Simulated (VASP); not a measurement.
An input for Ansatz (written as the equivalent of a VASP run, and not itself run):

Ansatz 0.2 input:
```yaml
crystal:
  lattice:
    - [3.5562413, 0.0000000, 0.0000000]
    - [0.0000000, 2.5151674, 0.0000000]
    - [0.0000000, 0.0000000, 2.5151674]
  atoms:
    - { symbol: C, position: [0.0000000, 0.0000000, 0.0000000] }
    - { symbol: C, position: [0.2500000, 0.0000000, 0.5000000] }
    - { symbol: C, position: [0.5000000, 0.5000000, 0.5000000] }
    - { symbol: C, position: [0.7500000, 0.5000000, 0.0000000] }
kpoints:
  mp_grid: { grid: [6, 8, 8] }
hamiltonian:
  xc: pbesol
  pseudopotentials: { kind: paw }
scf:
  occupations: { method: gaussian, width: 0.05 }
  max_iter: 100
relax:
  max_steps: 60
  f_tol: 0.02
  cell: {}
output: { forces: true, stress: true, eigenvalues: true }
```

Translate this input to VASP (INCAR, KPOINTS, POSCAR, choice of POTCAR).

One answer among several that fit: 
### KPOINTS
```
Automatic mesh
0
gamma
6 8 8
```

File POSCAR:
```
C
1
    3.5562413456     0.0000000000     0.0000000000
    0.0000000000     2.5151673785     0.0000000000
   -0.0000000000     0.0000000000     2.5151673785
C
4
Direct
  0.0000000000   0.0000000000   0.0000000000
  0.2500000000   0.0000000000   0.5000000000
  0.5000000000   0.5000000000   0.5000000000
  0.7500000000   0.5000000000   0.0000000000
```

**INCAR**
```
ALGO  =  Normal
EDIFF  =  1E-6
EDIFFG  =  -0.02
ENCUT  =  520
GGA  =  PS
IBRION  =  2
ISIF  =  3
ISMEAR  =  0
LASPH  =  .TRUE.
LCHARG  =  .FALSE.
LREAL  =  .FALSE.
LWAVE  =  .FALSE.
NELM  =  100
NSW  =  60
PREC  =  Accurate
SIGMA  =  0.05
SYSTEM  =  C
```

POTCAR, in this order: C (PBE.64 set). Program: vasp_std.

The two are equivalent in intent, not identical: each code has its own PAW files, so the cut-off isn't converted (ENCUT is set for VASP's; basis.ecutwfc is left out, and Ansatz then takes the one that its files recommend); Ansatz stops its SCF on the density residual and VASP on the energy change (EDIFF).

The compound is C in the diamond structure. It was relaxed first. The start is the result of an earlier pass.
